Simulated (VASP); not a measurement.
All values below come from LDA (Ceperley-Alder, Perdew-Zunger), VASP's LDA PAW potentials (set 64) (plane waves; VASP 6.6.1).

A VASP calculation is set up with these files.

INCAR:
```
SYSTEM = Pd
ISMEAR = 1
EDIFF = 1E-7
ENCUT = 520   ! plane-wave cut-off (eV)
LCHARG = .FALSE.
LREAL = .FALSE.
LMAXMIX = 4
ALGO = Normal   ! blocked Davidson
NELM = 100   ! most electronic steps
ISIF = 2   ! forces and stress, cell fixed
LASPH = .TRUE.
SIGMA = 0.1
PREC = Accurate
LWAVE = .FALSE.
```

KPOINTS:
```
Automatic mesh
0
Gamma
16 16 16
0 0 0
```

POSCAR:
```
Pd
2.7680120
  0.0000000000   0.7071067406   0.7071067406
  0.7071067406   0.0000000000   0.7071067406
  0.7071067406   0.7071067406   0.0000000000
Pd
1
Direct
  0.0000000000   0.0000000000   0.0000000000
```

POTCAR, in this order: Pd (LDA.64 set). Program: vasp_std.

Q: Predict the energy per atom (σ→0), pressure, band gap (on the k-mesh).

A: 
```yaml
energy per atom (σ→0): -6.464 eV/atom
band gap (on the k-mesh): none (metal, semimetal or under 0.01 eV)
pressure: -11.05 GPa
```

File OSZICAR:
```
...
DAV:   5    -0.679776989719E+01   -0.23522E-04   -0.23523E-04  3104   0.129E-01    0.777E+00
DAV:   6    -0.647993966142E+01    0.31783E+00   -0.16100E+00  2663   0.117E+01    0.364E+00
DAV:   7    -0.646853972833E+01    0.11400E-01   -0.43695E-03  2857   0.795E-01    0.199E+00
DAV:   8    -0.646354754747E+01    0.49922E-02   -0.13484E-03  2813   0.303E-01    0.314E-02
DAV:   9    -0.646355481367E+01   -0.72662E-05   -0.10048E-05  3513   0.306E-02    0.128E-02
DAV:  10    -0.646355704709E+01   -0.22334E-05   -0.12085E-06  2972   0.113E-02    0.112E-03
DAV:  11    -0.646355703999E+01    0.71066E-08   -0.15498E-08  1925   0.118E-03
   1 F= -.64635570E+01 E0= -.64635396E+01  d E =-.522141E-04
```

The compound is Pd in the fcc structure. This cell is one point of a volume scan, at 1.06 of the reference volume.
